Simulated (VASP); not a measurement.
# Zn2C in VASP: how settings move the LDA single point

The LDA single point of Zn2C in the antifluorite structure is repeated with altered inputs. Which of them can be trusted? This is a trial cell built on a prototype, not taken from a measured structure, and it needn't be the compound's ground state.

Code: VASP 6.6.1. PAW datasets, plane waves. The calculation is spin-unpolarised, and the structure need not be a phase that has been made.

## Step 1: The structure to begin with

The cell comes from an earlier relaxation with r2SCAN in another program.

It is cubic, Fm-3m (No. 225); conventional cell a = 5.156 Å, 11.42 Å³ an atom. Around C lie 8 Zn at 2.23 Å; around Zn lie 4 C at 2.23 Å.

Coordinates:

```
CELL_PARAMETERS angstrom
0.00000 2.57795 2.57795
2.57795 0.00000 2.57795
2.57795 2.57795 0.00000
ATOMIC_POSITIONS crystal
C 0.00000 0.00000 0.00000
Zn 0.25000 0.25000 0.25000
Zn 0.75000 0.75000 0.75000
```

## Step 2: Baseline

File INCAR:

```
ENCUT = 520.000000
SIGMA = 0.020000
EDIFF = 1.00e-07
GGA = CA
PREC = Accurate
IBRION = -1
ISIF = 2
ISMEAR = -1
NBANDS = 21
NELM = 120
NSW = 0
LASPH = .TRUE.
LCHARG = .FALSE.
LWAVE = .FALSE.
LREAL = .FALSE.
```

File KPOINTS:

```
KPOINTS created by Atomic Simulation Environment
0
Gamma
8 8 8
0 0 0
```

File POSCAR:

```
C  Zn
 1.0000000000000000
    -0.0000000000000000    2.5779490358415575    2.5779490358415575
     2.5779490358415575   -0.0000000000000000    2.5779490358415575
     2.5779490358415575    2.5779490358415575    0.0000000000000000
 C   Zn
   1   2
Cartesian
  0.0000000000000000 -0.0000000000000000  0.0000000000000000
  1.2889745179207788  1.2889745179207788  1.2889745179207788
  3.8669235537623363  3.8669235537623363  3.8669235537623363
```

A file KPOINTS_OPT adds named points for the levels; it doesn't enter the self-consistent loop.

Potentials: the recommended LDA PAW datasets, 28 valence electrons.

Started as:

```bash
> mpirun -np 1 vasp_std
```

## Step 3: Variant 1

Changes to INCAR since step 2:

```diff
@@ -9,5 +9,3 @@
 NBANDS = 21
-NELM = 120
 NSW = 0
-LASPH = .TRUE.
 LCHARG = .FALSE.
@@ -15 +13,3 @@
 LREAL = .FALSE.
+LASPH = .FALSE.
+NELM = 83
```

KPOINTS is that of step 2.

POSCAR is that of step 2.

## Step 4: Variant 2

INCAR is that of step 2.

File KPOINTS:

```
KPOINTS created by Atomic Simulation Environment
0
Monkhorst-Pack
8 8 8
0 0 0
```

POSCAR is that of step 2.

What does the calculation give? Wanted: for each run, changed; ending; energy change; pressure; electronic steps; usable.

As calculated:

| run | changed | ending | energy change (meV/atom) | pressure (GPa) | gap on the mesh (eV; negative: overlap) | electronic steps | time | usable |
| --- | --- | --- | --- | --- | --- | --- | --- | --- |
| ref. | – | converged | 0 | -6.5 | 0.00 | 15 | 23 s | yes |
| 1 | LASPH = .FALSE., NELM = 83 | converged | 0.0 | -6.5 | 0.00 | 15 | 20 s | yes |
| 2 | shifted mesh | converged | -2.1 | -6.5 | 0.64 | 15 | 39 s | yes |

What this shows: Of 2 altered inputs, 2 gave usable results. Among the usable ones with comparable energies, «shifted mesh» moves the energy most, by -2.1 meV/atom.
